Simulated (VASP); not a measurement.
```yaml
crystal:
  lattice:
    - [-1.58770, 1.58770, 1.58770]
    - [1.58770, -1.58770, 1.58770]
    - [1.58770, 1.58770, -1.58770]
  atoms:
    - { symbol: Mo, position: [0.00000, 0.00000, 0.00000] }
```

Level of theory: revTPSS meta-GGA, VASP's PBE PAW potentials (set 64) (plane waves; VASP). Numerical set-up: 520 eV cut-off, 16×16×16 Γ-centred mesh, first-order Methfessel-Paxton smearing of 0.10 eV, potentials Mo_sv.

Problem. Give the stress tensor in GPa (positive for a compressed cell).

Solution. 
```
-8.29   0.00   0.00
 0.00  -8.29   0.00
 0.00   0.00  -8.29
```
The pressure is its mean diagonal, -8.29 GPa.

The compound is Mo in the bcc structure. This cell is one point of a volume scan, at 1.03 of the reference volume.
